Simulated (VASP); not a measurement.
Method: vdW-DF-cx, VASP's PBE PAW potentials (set 64) (plane waves; VASP 6.6.1).

VASP input:

**POSCAR**
```
C
1
    0.0000000000     1.7478587475     1.7478587475
    1.7478587475     0.0000000000     1.7478587475
    1.7478587475     1.7478587475     0.0000000000
C
2
Direct
  0.0000000000   0.0000000000   0.0000000000
  0.2500000000   0.2500000000   0.2500000000
```

INCAR:
```
SYSTEM = C
PREC = Accurate
ENCUT = 520
EDIFF = 1E-7
NELM = 100
ALGO = Normal
LREAL = .FALSE.
LASPH = .TRUE.
ISMEAR = 0
SIGMA = 0.05
GGA = CX
LUSE_VDW = .TRUE.
AGGAC = 0.0
LWAVE = .FALSE.
LCHARG = .FALSE.
ISIF = 2
```

KPOINTS:
```
Automatic mesh
0
Gamma
13 13 13
0 0 0
```

POTCAR, in this order: C (PBE.64 set). Program: vasp_std.

What VASP printed:

File OUTCAR:
```
 ion  position               nearest neighbor table
   1  0.000  0.000  0.000-   2 1.51   2 1.51   2 1.51   2 1.51
   2  0.250  0.250  0.250-   1 1.51   1 1.51   1 1.51   1 1.51
  LATTYP: Found a face centered cubic cell.
 ALAT       =     3.4957174950
 Subroutine PRICEL returns:
 Original cell was already a primitive cell.
 Subroutine GETGRP returns: Found 48 space group operations
The static configuration has the point symmetry T_d .
 The point group associated with its full space group is O_h .
The dynamic configuration has the point symmetry T_d .
 Subroutine INISYM returns: Found 48 space group operations
 Subroutine IBZKPT returns following result:
 Found     84 irreducible k-points:

 Following reciprocal coordinates:
            Coordinates               Weight
  0.000000  0.000000  0.000000      1.000000
  0.076923  0.000000  0.000000      8.000000
  0.153846  0.000000  0.000000      8.000000
  0.230769  0.000000  0.000000      8.000000
  0.307692  0.000000  0.000000      8.000000
  0.384615  0.000000  0.000000      8.000000
  0.461538  0.000000  0.000000      8.000000
  0.076923  0.076923  0.000000      6.000000
  0.153846  0.076923  0.000000     24.000000
  0.230769  0.076923  0.000000     24.000000
  0.307692  0.076923  0.000000     24.000000
  0.384615  0.076923  0.000000     24.000000
  0.461538  0.076923  0.000000     24.000000
 -0.461538  0.076923  0.000000     24.000000
 -0.384615  0.076923  0.000000     24.000000
 -0.307692  0.076923  0.000000     24.000000
 -0.230769  0.076923  0.000000     24.000000
 -0.153846  0.076923  0.000000     24.000000
 -0.076923  0.076923  0.000000     12.000000
  0.153846  0.153846  0.000000      6.000000
  0.230769  0.153846  0.000000     24.000000
  0.307692  0.153846  0.000000     24.000000
  0.384615  0.153846  0.000000     24.000000
  0.461538  0.153846  0.000000     24.000000
 -0.461538  0.153846  0.000000     24.000000
 -0.384615  0.153846  0.000000     24.000000
 -0.307692  0.153846  0.000000     24.000000
 -0.230769  0.153846  0.000000     24.000000
 -0.153846  0.153846  0.000000     12.000000
  0.230769  0.230769  0.000000      6.000000
  0.307692  0.230769  0.000000     24.000000
  0.384615  0.230769  0.000000     24.000000
  0.461538  0.230769  0.000000     24.000000
 -0.461538  0.230769  0.000000     24.000000
 -0.384615  0.230769  0.000000     24.000000
 -0.307692  0.230769  0.000000     24.000000
 -0.230769  0.230769  0.000000     12.000000
  0.307692  0.307692  0.000000      6.000000
  0.384615  0.307692  0.000000     24.000000
  0.461538  0.307692  0.000000     24.000000
   k-points           NKPTS =     84   k-points in BZ     NKDIM =     84   number of bands    NBANDS=      8
   number of dos      NEDOS =    301   number of ions     NIONS =      2
   total plane-waves  NPLWV =   5832
   dimension x,y,z NGX =    18 NGY =   18 NGZ =   18
   dimension x,y,z NGXF=    36 NGYF=   36 NGZF=   36
   ions per type =               2
   PREC   = accura    normal or accurate (medium, high low for compatibility)
   ISTART =      0    job   : 0-new  1-cont  2-samecut
   ICHARG =      2    charge: 1-file 2-atom 10-const
   ISPIN  =      1    spin polarized calculation?
   LNONCOLLINEAR =      F non collinear calculations
   LSORBIT =      F    spin-orbit coupling
   INIWAV =      1    electr: 0-lowe 1-rand  2-diag
   ENCUT  =  520.0 eV  38.22 Ry    6.18 a.u.   4.60  4.60  4.60*2*pi/ulx,y,z
   NELM   =    100;   NELMIN=  2; NELMDL= -5     # of ELM steps
   EDIFF  = 0.1E-06   stopping-criterion for ELM
   LREAL  =      F    real-space projection
   NLSPLINE    = F    spline interpolate recip. space projectors
...
```

File OSZICAR:
```
       N       E                     dE             d eps       ncg     rms          rms(c)
DAV:   1     0.188601019021E+01    0.18860E+01   -0.52138E+03  1392   0.996E+02
DAV:   2    -0.168921286505E+02   -0.18778E+02   -0.17919E+02  2128   0.114E+02
DAV:   3    -0.170098690820E+02   -0.11774E+00   -0.11774E+00  1416   0.112E+01
DAV:   4    -0.170100512257E+02   -0.18214E-03   -0.18214E-03  1936   0.426E-01
DAV:   5    -0.170100512938E+02   -0.68152E-07   -0.68151E-07  1432   0.530E-03    0.617E+00
DAV:   6    -0.164671483296E+02    0.54290E+00   -0.41695E-01  1400   0.512E+00    0.367E+00
DAV:   7    -0.162749757182E+02    0.19217E+00   -0.49966E-01  1600   0.566E+00    0.766E-01
DAV:   8    -0.162756507594E+02   -0.67504E-03   -0.18839E-03  1376   0.518E-01    0.303E-02
DAV:   9    -0.162756700860E+02   -0.19327E-04   -0.14420E-05  1864   0.470E-02    0.294E-02
DAV:  10    -0.162756777889E+02   -0.77029E-05   -0.64990E-06  1440   0.308E-02    0.634E-03
DAV:  11    -0.162756776509E+02    0.13794E-06   -0.88001E-08  1704   0.278E-03    0.107E-03
DAV:  12    -0.162756776586E+02   -0.77002E-08   -0.10349E-08   688   0.119E-03
   1 F= -.16275678E+02 E0= -.16275678E+02  d E =-.105785E-19
```

**OUTCAR**
```
------------------------ aborting loop because EDIFF is reached ----------------------------------------
  FORCE on cell =-STRESS in cart. coord.  units (eV):
  Direction    XX          YY          ZZ          XY          YZ          ZX
  --------------------------------------------------------------------------------------
  Total        2.0293904      2.0293904      2.0293904      0.0000000      0.0000000      0.0000000
  in kB      304.4578612    304.4578612    304.4578612      0.0000000      0.0000000      0.0000000
  external PRESSURE =     304.4578612 kB  Pullay stress =       0.0000000 kB
  volume of cell :       10.68
      direct lattice vectors                 reciprocal lattice vectors
     0.000000000  1.747858748  1.747858748    -0.286064306  0.286064306  0.286064306
     1.747858748  0.000000000  1.747858748     0.286064306 -0.286064306  0.286064306
     1.747858748  1.747858748  0.000000000     0.286064306  0.286064306 -0.286064306
 POSITION                                       TOTAL-FORCE (eV/Angst)
 -----------------------------------------------------------------------------------
      0.00000      0.00000      0.00000        -0.000000     -0.000000     -0.000000
      0.87393      0.87393      0.87393         0.000000      0.000000      0.000000
 -----------------------------------------------------------------------------------
    total drift:                               -0.000000     -0.000000     -0.000000
  FREE ENERGIE OF THE ION-ELECTRON SYSTEM (eV)
  ---------------------------------------------------
  free  energy   TOTEN  =       -16.2756776586 eV

  energy  without entropy=      -16.2756776586  energy(sigma->0) =      -16.27567766
```
(Selected blocks of OUTCAR.)

The compound is C in the diamond structure. This cell is one point of a volume scan, at 0.94 of the reference volume.
